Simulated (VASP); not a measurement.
Data:

```
VC31Si31
1.0
    8.75833     0.00000     0.00000
    0.00000     8.75833     0.00000
    0.00000     0.00000     8.75833
Si C V
31 31 1
Direct
  0.49927   0.00066   0.00180
  0.74915   0.25073   0.00101
  0.74886   0.99966   0.25034
  0.00018   0.99952   0.00124
  0.24878   0.24891   0.00033
  0.50018   0.49960   0.99877
  0.75084   0.75095   0.00021
  0.24828   0.99892   0.24831
  0.49483   0.24855   0.24814
  0.75122   0.50499   0.24813
  0.50022   0.99782   0.50138
  0.75125   0.24859   0.50734
  0.75089   0.99875   0.75104
  0.99919   0.50060   0.00180
  0.24973   0.75016   0.00086
  0.00006   0.25089   0.25029
  0.24939   0.50051   0.24882
  0.49928   0.75039   0.24883
  0.99910   0.00059   0.50248
  0.24931   0.24946   0.50207
  0.75026   0.75042   0.50208
  0.24983   0.99894   0.74965
  0.49963   0.24954   0.75013
  0.75028   0.50017   0.75009
  0.00085   0.75153   0.24827
  0.00201   0.49958   0.50125
  0.25144   0.74832   0.50126
  0.00101   0.24888   0.75100
  0.25135   0.50007   0.74840
  0.49969   0.74842   0.74846
  0.00079   0.74993   0.74960
  0.62478   0.12721   0.12744
  0.87261   0.37500   0.12742
  0.87262   0.12718   0.37568
  0.12390   0.12524   0.12559
  0.37479   0.37585   0.12364
  0.62392   0.62498   0.12361
  0.87447   0.87585   0.12558
  0.37452   0.12402   0.37650
  0.87582   0.62524   0.37652
  0.62400   0.12307   0.62604
  0.87677   0.37580   0.62597
  0.87489   0.12489   0.87646
  0.12385   0.62532   0.12474
  0.37456   0.87605   0.12483
  0.12562   0.37461   0.37498
  0.37128   0.62843   0.36912
  0.62505   0.87413   0.37502
  0.12399   0.12400   0.62590
  0.37188   0.36901   0.62940
  0.63067   0.62785   0.62947
  0.87568   0.87582   0.62591
  0.37457   0.12390   0.87628
  0.62541   0.37437   0.87506
  0.87595   0.62518   0.87627
  0.12384   0.87594   0.37641
  0.12534   0.62490   0.62527
  0.37487   0.87444   0.62535
  0.12378   0.37588   0.87680
  0.37474   0.62500   0.87525
  0.62385   0.87606   0.87673
  0.12472   0.87506   0.87570
  0.51132   0.48840   0.48924
```
Cell charge -1.

Level of theory: PBE GGA, VASP's PBE PAW potentials (set 64) (plane waves; VASP 6.6.1). Settings: PREC = Normal, LREAL = Auto, ISYM = 0, NELECT = 262.0, 400 eV cut-off, 1×1×1 Γ-centred mesh, Gaussian smearing of 0.050 eV, potentials Si C V_sv. Starting moments (MAGMOM): 63*0.0317. The cell's moment is fixed (NUPDOWN = 2).

At this cut-off the stress carries a Pulay error, which pulls relaxed volumes low. The cell is charged, with a uniform compensating background.  The supercell is sampled at Γ alone, which is coarse: total energies, pressure and levels can be off, energies of defects by several tenths of an eV.

### Question
Estimate the cell moment, energy per atom (σ→0), pressure.

### Answer

- cell moment = 2.00 μB
- energy per atom (σ→0) = -7.296 eV/atom
- pressure = 1.43 GPa

### Question
Give the moment on each site (PAW-sphere projection).

### Answer

```
site  moment (μB)
----  -----------
Si1          0.00
Si2          0.00
Si3          0.00
Si4          0.00
Si5          0.00
Si6          0.00
Si7          0.00
Si8          0.00
Si9          0.03
Si10         0.03
Si11         0.00
Si12         0.02
Si13         0.00
Si14         0.00
Si15         0.00
Si16         0.00
Si17         0.00
Si18         0.00
Si19         0.00
Si20         0.00
Si21         0.00
Si22         0.00
Si23         0.00
Si24         0.00
Si25         0.00
Si26         0.00
Si27         0.01
Si28         0.00
Si29         0.01
Si30         0.01
Si31         0.00
C32          0.00
C33          0.00
C34         -0.01
C35          0.00
C36          0.02
C37          0.02
C38          0.00
C39          0.01
C40          0.01
C41          0.02
C42          0.02
C43         -0.01
C44          0.00
C45          0.00
C46          0.01
C47         -0.05
C48          0.01
C49          0.00
C50         -0.03
C51         -0.03
C52          0.00
C53         -0.01
C54          0.01
C55         -0.01
C56          0.02
C57          0.00
C58          0.00
C59          0.02
C60         -0.01
C61          0.02
C62          0.01
V63          1.60
```

Only differences to runs with the same potentials and settings are physical.

The cell is a supercell with a defect, built from SiC (zinc blende): V_Si-vac_C, charge -1.
